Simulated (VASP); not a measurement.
## H23NO10: single point with PBE

H23NO10:

```
CELL_PARAMETERS angstrom
7.19776 0.00000 0.00000
0.00000 7.19776 0.00000
0.00000 0.00000 7.19776
ATOMIC_POSITIONS crystal
O 0.99925 0.44744 0.39471
O 0.19851 0.16737 0.60797
O 0.69691 0.12061 0.89786
O 0.55155 0.42717 0.61887
O 0.16336 0.75473 0.49332
O 0.45784 0.45290 0.10193
O 0.74711 0.25483 0.25807
O 0.01808 0.87230 0.83026
O 0.67599 0.74488 0.29933
O 0.22179 0.08126 0.08760
H 0.01846 0.46673 0.25052
H 0.05767 0.55264 0.42488
H 0.17036 0.25383 0.51385
H 0.33126 0.13906 0.60965
H 0.63529 0.23024 0.95316
H 0.60587 0.03275 0.94631
H 0.54692 0.34527 0.73156
H 0.42274 0.48140 0.60669
H 0.12772 0.85476 0.41484
H 0.11679 0.78384 0.61565
H 0.46242 0.58966 0.13167
H 0.50603 0.37516 0.18556
H 0.68992 0.24753 0.39719
H 0.79282 0.39681 0.25551
H 0.07204 0.98461 0.79740
H 0.91344 0.90503 0.88425
H 0.76097 0.63812 0.32006
H 0.73577 0.86098 0.31865
H 0.17868 0.11569 0.96964
H 0.14295 0.16901 0.17650
H 0.92569 0.67695 0.05280
H 0.11589 0.56861 0.98321
H 0.88186 0.44471 0.93671
N 0.97371 0.53636 0.01648
```

The cell was built by a generator and needn't be a form met in nature.

```json
{"Program": "VASP 6.6.1", "Task": "single point", "Functional": "PBE", "Potentials or basis": "VASP PAW PBE potentials, release 64 (O, H, N)", "Cutoff": "520 eV", "k mesh": "1 × 1 × 1", "Occupations": "fermi-dirac, width 0.02 eV", "Spin": "no spin polarisation", "Dipole correction": "no", "Further INCAR settings": "LREAL = Auto; ALGO = Normal; EDIFF = 1e-06; NBANDS = 67"}
```

| Item | Value |
| --- | --- |
| Pressure | 1.1 GPa |
| Largest force | 7.228 eV/Å |
| Band gap on the k mesh | 3.66 eV, direct |

Forces in eV/Å, atoms in the order of the input:
```
O   -1.696 -4.299 -3.284
O    0.609 -1.752  1.959
O   -1.101  0.379 -0.083
O   -1.249 -0.338  0.618
O    0.848 -1.037 -0.127
O   -2.888  4.725 -4.645
O   -1.348  1.993  2.875
O    4.524 -3.632 -2.372
O   -0.693 -1.524 -0.542
O   -0.890  1.310  3.998
H   -0.428 -0.703  0.829
H    2.811  5.136  2.412
H   -0.537  1.504 -1.395
H   -0.307  0.304 -0.385
H    0.710  0.099  0.208
H    0.132 -0.575 -0.083
H   -0.076  0.834 -1.028
H    1.428 -0.523  0.232
H   -0.090  1.001 -0.538
H   -0.570  0.242  0.685
H    0.506 -1.872  0.364
H    2.352 -2.753  4.041
H    1.435  0.504 -3.013
H   -0.762 -3.478  0.382
H    1.096  2.356 -1.145
H   -5.762  1.653  2.681
H   -0.152  1.177  0.386
H    0.811  0.701  0.304
H   -0.546  0.716 -1.599
H    1.694 -1.753 -1.927
H    0.012 -2.838 -1.109
H   -2.116 -1.287 -0.505
H    2.078  2.195  0.885
N    0.164  1.533  0.921
```

Stress tensor (GPa, compression positive):
```
 0.83  1.56  1.74
 1.56  0.84 -0.80
 1.74 -0.80  1.58
```

Levels at points of the mesh, in eV from the valence-band top:
| k point | band 40 | band 41 | band 42 | band 43 | band 44 | band 45 | band 46 | band 47 | band 48 | band 49 |
| --- | --- | --- | --- | --- | --- | --- | --- | --- | --- | --- |
| (0.00, 0.00, 0.00) | -0.85 | -0.82 | -0.61 | -0.18 | 0.00 | 3.66 | 6.38 | 6.44 | 6.45 | 6.76 |

It took 37 s on 1 thread of Intel(R) Xeon(R) Platinum 8488C (Sapphire Rapids), on a shared host, peak memory 0.35 GiB.

A hybrid or GW would open this gap; PBE tends to underestimate it.
